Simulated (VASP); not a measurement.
OSZICAR of a VASP run on Ho (space group P6_3/mmc):

File OSZICAR:
```
       N       E                     dE             d eps       ncg     rms          rms(c)
DAV:   1     0.751906990062E+03    0.75191E+03   -0.19693E+04 13808   0.333E+03
DAV:   2     0.195317687090E+03   -0.55659E+03   -0.54906E+03 16096   0.567E+02
DAV:   3     0.193521506677E+02   -0.17597E+03   -0.17490E+03 16936   0.253E+02
DAV:   4    -0.541446688416E+01   -0.24767E+02   -0.24606E+02 22059   0.866E+01
DAV:   5    -0.993341932114E+01   -0.45190E+01   -0.44634E+01 24232   0.377E+01    0.477E+01
DAV:   6    -0.168413206927E+02   -0.69079E+01   -0.10095E+02 21263   0.542E+01    0.126E+02
DAV:   7    -0.413918921007E+02   -0.24551E+02   -0.11931E+02 24170   0.103E+02    0.392E+02
DAV:   8    -0.606792837078E+02   -0.19287E+02   -0.55049E+01 19886   0.830E+01    0.447E+02
DAV:   9    -0.541372671770E+02    0.65420E+01   -0.41600E+01 24674   0.289E+01    0.156E+02
DAV:  10    -0.438951729845E+02    0.10242E+02   -0.83326E+00 21896   0.239E+01    0.147E+02
DAV:  11    -0.524928466917E+02   -0.85977E+01   -0.32013E+00 23986   0.140E+01    0.154E+02
DAV:  12    -0.354785098680E+02    0.17014E+02   -0.65860E+00 14995   0.522E+01    0.148E+02
DAV:  13    -0.326016470001E+02    0.28769E+01   -0.42960E+00 24671   0.112E+01    0.140E+02
DAV:  14    -0.164426468199E+02    0.16159E+02   -0.54025E+01 21479   0.384E+01    0.327E+02
DAV:  15    -0.231340274291E+02   -0.66914E+01   -0.50576E+01 23048   0.283E+01    0.191E+02
DAV:  16    -0.296118734009E+02   -0.64778E+01   -0.27876E+01 23983   0.222E+01    0.132E+02
DAV:  17    -0.506804101284E+02   -0.21069E+02   -0.32354E+01 21082   0.345E+01    0.190E+02
DAV:  18    -0.485963673017E+02    0.20840E+01   -0.14086E+01 24419   0.181E+01    0.152E+02
DAV:  19    -0.558371583835E+02   -0.72408E+01   -0.66143E+00 21421   0.127E+01    0.163E+02
DAV:  20    -0.569633344492E+02   -0.11262E+01   -0.35313E+00 22000   0.169E+01    0.162E+02
DAV:  21    -0.588042749259E+02   -0.18409E+01   -0.17323E+00 20144   0.134E+01    0.164E+02
DAV:  22    -0.593020599707E+02   -0.49779E+00   -0.16383E+00 24344   0.355E+00    0.164E+02
DAV:  23    -0.572194368223E+02    0.20826E+01   -0.70433E-01 17986   0.958E+00    0.165E+02
DAV:  24    -0.761450864046E+02   -0.18926E+02   -0.30021E+00 18014   0.262E+01    0.169E+02
DAV:  25    -0.859809873676E+02   -0.98359E+01   -0.29301E+00 23369   0.130E+01    0.171E+02
DAV:  26    -0.716023829425E+02    0.14379E+02   -0.19744E+00 17554   0.163E+01    0.168E+02
DAV:  27    -0.901114155912E+02   -0.18509E+02   -0.62212E+00 15431   0.230E+01    0.171E+02
DAV:  28    -0.242829187680E+02    0.65828E+02   -0.52525E+01 17399   0.440E+01    0.167E+02
DAV:  29    -0.152504900709E+02    0.90324E+01   -0.41215E+02 23494   0.924E+01    0.991E+02
DAV:  30    -0.257629115818E+02   -0.10512E+02   -0.13000E+02 22127   0.550E+01    0.429E+02
DAV:  31    -0.542347265661E+02   -0.28472E+02   -0.54653E+01 21507   0.686E+01    0.354E+02
DAV:  32    -0.464616124360E+02    0.77731E+01   -0.34706E+01 23936   0.304E+01    0.159E+02
DAV:  33    -0.377716297996E+02    0.86900E+01   -0.41380E+01 19198   0.359E+01    0.189E+02
DAV:  34    -0.415771111248E+02   -0.38055E+01   -0.16145E+01 23225   0.163E+01    0.152E+02
DAV:  35    -0.817449602943E+02   -0.40168E+02   -0.24739E+01 14892   0.618E+01    0.194E+02
DAV:  36    -0.522163117317E+02    0.29529E+02   -0.11262E+01 18449   0.334E+01    0.170E+02
DAV:  37    -0.686041161899E+02   -0.16388E+02   -0.47822E+00 20101   0.154E+01    0.182E+02
DAV:  38    -0.888329241693E+02   -0.20229E+02   -0.12867E+01 20786   0.175E+01    0.191E+02
DAV:  39    -0.895097879408E+02   -0.67686E+00   -0.56298E+00 22853   0.762E+00    0.189E+02
DAV:  40    -0.918402529829E+02   -0.23305E+01   -0.17334E+00 20472   0.422E+00    0.192E+02
DAV:  41    -0.923432034737E+02   -0.50295E+00   -0.78783E-01 23360   0.242E+00    0.193E+02
DAV:  42    -0.852246128876E+02    0.71186E+01   -0.72474E-01 15677   0.536E+00    0.192E+02
DAV:  43    -0.655385334603E+02    0.19686E+02   -0.38374E+00 17896   0.150E+01    0.178E+02
DAV:  44    -0.660479572328E+02   -0.50942E+00   -0.16199E+00 22731   0.511E+00    0.175E+02
DAV:  45    -0.609138045025E+02    0.51342E+01   -0.92074E-01 18864   0.504E+00    0.172E+02
DAV:  46    -0.575464959846E+02    0.33673E+01   -0.96911E-01 19883   0.688E+00    0.169E+02
DAV:  47    -0.635554729694E+02   -0.60090E+01   -0.11691E+00 17855   0.104E+01    0.172E+02
DAV:  48    -0.744243863252E+02   -0.10869E+02   -0.26779E+00 18989   0.103E+01    0.179E+02
DAV:  49    -0.654131790258E+02    0.90112E+01   -0.39054E+00 17617   0.106E+01    0.173E+02
DAV:  50    -0.518317271794E+02    0.13581E+02   -0.49828E+00 16543   0.141E+01    0.167E+02
DAV:  51    -0.159255072763E+02    0.35906E+02   -0.18701E+01 17568   0.408E+01    0.149E+02
DAV:  52    -0.190730359050E+02   -0.31475E+01   -0.12938E+01 23770   0.178E+01    0.134E+02
DAV:  53    -0.379267380232E+02   -0.18854E+02   -0.12922E+01 16200   0.456E+01    0.144E+02
DAV:  54    -0.552011229421E+02   -0.17274E+02   -0.13458E+01 20294   0.255E+01    0.166E+02
DAV:  55    -0.617540712075E+02   -0.65529E+01   -0.59099E+00 22949   0.112E+01    0.169E+02
DAV:  56    -0.251129433286E+02    0.36641E+02   -0.11610E+02 17812   0.567E+01    0.210E+02
DAV:  57    -0.301329576705E+02   -0.50200E+01   -0.52148E+01 19595   0.357E+01    0.164E+02
DAV:  58    -0.369073391292E+02   -0.67744E+01   -0.18364E+01 18047   0.191E+01    0.110E+02
DAV:  59    -0.288268555590E+02    0.80805E+01   -0.39470E+01 16511   0.442E+01    0.888E+01
DAV:  60    -0.286868320416E+02    0.14002E+00   -0.25380E+01 23624   0.229E+01    0.904E+01
DAV:  61    -0.149796621942E+02    0.13707E+02   -0.31541E+01 20410   0.643E+01    0.106E+02
DAV:  62    -0.230733260205E+02   -0.80937E+01   -0.19246E+01 22666   0.471E+01    0.892E+01
DAV:  63    -0.294557253272E+02   -0.63824E+01   -0.93200E+00 21227   0.369E+01    0.882E+01
DAV:  64    -0.274766326854E+02    0.19791E+01   -0.55155E+00 22892   0.134E+01    0.782E+01
DAV:  65    -0.260732804268E+02    0.14034E+01   -0.15541E+00 22012   0.950E+00    0.755E+01
DAV:  66    -0.214847781702E+02    0.45885E+01   -0.34275E+00 18570   0.403E+01    0.772E+01
DAV:  67    -0.242622783135E+02   -0.27775E+01   -0.34090E+00 23439   0.150E+01    0.823E+01
DAV:  68    -0.243202261970E+02   -0.57948E-01   -0.12963E+00 22494   0.908E+00    0.854E+01
DAV:  69    -0.212550679553E+02    0.30652E+01   -0.13625E+00 22060   0.158E+01    0.877E+01
DAV:  70    -0.168892137635E+02    0.43659E+01   -0.37225E+01 22575   0.311E+01    0.261E+02
DAV:  71    -0.174294764184E+03   -0.15741E+03   -0.15510E+03 19052   0.275E+02    0.857E+02
DAV:  72    -0.126385473942E+03    0.47909E+02   -0.33112E+02 23194   0.999E+01    0.456E+02
DAV:  73    -0.330760294771E+02    0.93309E+02   -0.15190E+02 20612   0.567E+01    0.294E+02
DAV:  74    -0.189834478008E+02    0.14093E+02   -0.62992E+01 23197   0.426E+01    0.177E+02
DAV:  75    -0.243971311043E+02   -0.54137E+01   -0.21149E+01 23727   0.319E+01    0.101E+02
DAV:  76    -0.241968531501E+02    0.20028E+00   -0.17004E+01 20138   0.543E+01    0.108E+02
DAV:  77    -0.304423224898E+02   -0.62455E+01   -0.10084E+01 23384   0.315E+01    0.973E+01
DAV:  78    -0.315171270984E+02   -0.10748E+01   -0.48304E+00 23645   0.865E+00    0.931E+01
DAV:  79    -0.352956244490E+02   -0.37785E+01   -0.19168E+00 23060   0.110E+01    0.989E+01
DAV:  80    -0.350713143498E+02    0.22431E+00   -0.80765E-01 23960   0.338E+00    0.980E+01
DAV:  81    -0.336151688204E+02    0.14561E+01   -0.51017E-01 18776   0.916E+00    0.976E+01
DAV:  82    -0.346155861423E+02   -0.10004E+01   -0.13605E+00 23400   0.942E+00    0.103E+02
DAV:  83    -0.357874839253E+02   -0.11719E+01   -0.56707E-01 21744   0.702E+00    0.102E+02
DAV:  84    -0.321459214096E+02    0.36416E+01   -0.47394E-01 20718   0.122E+01    0.985E+01
DAV:  85    -0.257595526920E+02    0.63864E+01   -0.29804E+00 21261   0.251E+01    0.893E+01
DAV:  86    -0.299019209946E+02   -0.41424E+01   -0.22475E+00 22516   0.200E+01    0.923E+01
DAV:  87    -0.281861515322E+02    0.17158E+01   -0.14275E+00 22622   0.110E+01    0.879E+01
DAV:  88    -0.277825962669E+02    0.40356E+00   -0.15130E+00 23096   0.974E+00    0.851E+01
DAV:  89    -0.292130164566E+02   -0.14304E+01   -0.11798E+00 22040   0.104E+01    0.870E+01
DAV:  90    -0.286782186889E+02    0.53480E+00   -0.10387E+00 23618   0.103E+01    0.860E+01
DAV:  91    -0.256729325523E+02    0.30053E+01   -0.41937E+00 20508   0.189E+01    0.848E+01
DAV:  92    -0.243843040705E+02    0.12886E+01   -0.67234E+00 23840   0.142E+01    0.900E+01
DAV:  93    -0.248698828289E+02   -0.48558E+00   -0.44314E+00 23890   0.588E+00    0.703E+01
DAV:  94    -0.247585738583E+02    0.11131E+00   -0.23633E+00 20046   0.194E+01    0.668E+01
DAV:  95    -0.265637616658E+02   -0.18052E+01   -0.24460E+00 22986   0.135E+01    0.691E+01
DAV:  96    -0.197553813394E+02    0.68084E+01   -0.58745E+00 21162   0.382E+01    0.585E+01
DAV:  97    -0.198711227793E+02   -0.11574E+00   -0.83800E+00 22024   0.212E+01    0.608E+01
DAV:  98    -0.207973828685E+02   -0.92626E+00   -0.59543E+00 23754   0.102E+01    0.439E+01
DAV:  99    -0.211627417980E+02   -0.36536E+00   -0.53275E+00 19863   0.304E+01    0.520E+01
DAV: 100    -0.229412095828E+02   -0.17785E+01   -0.73251E+00 23564   0.202E+01
   1 F= -.22941210E+02 E0= -.22745909E+02  d E =-.390602E+00  mag=     0.1192
```

Question: Which electronic solver shows in the log?

Answer: It is blocked Davidson (ALGO = Normal, or the opening steps of other solvers). The INCAR had ALGO = Normal.

Question: How was spin treated?

Answer: Collinear spin (ISPIN = 2): the summary line carries one mag value, 0.12 μB in the cell.

Question: Can the final energy be trusted as converged?

Answer: Convergence was not reached. It stopped with EDIFF = 1E-6, NELM = 100 (PBE GGA, plane waves, VASP's PBE PAW potentials (set 64)).

The structure was generated: Ho was put into an ordered model structure, which need not be its known phase. The cell was not relaxed at this level. The run is one of a series of settings (NBANDS = 43 against the base run), some of them coarse on purpose. VASP warned that the highest band is occupied, so more bands are needed.
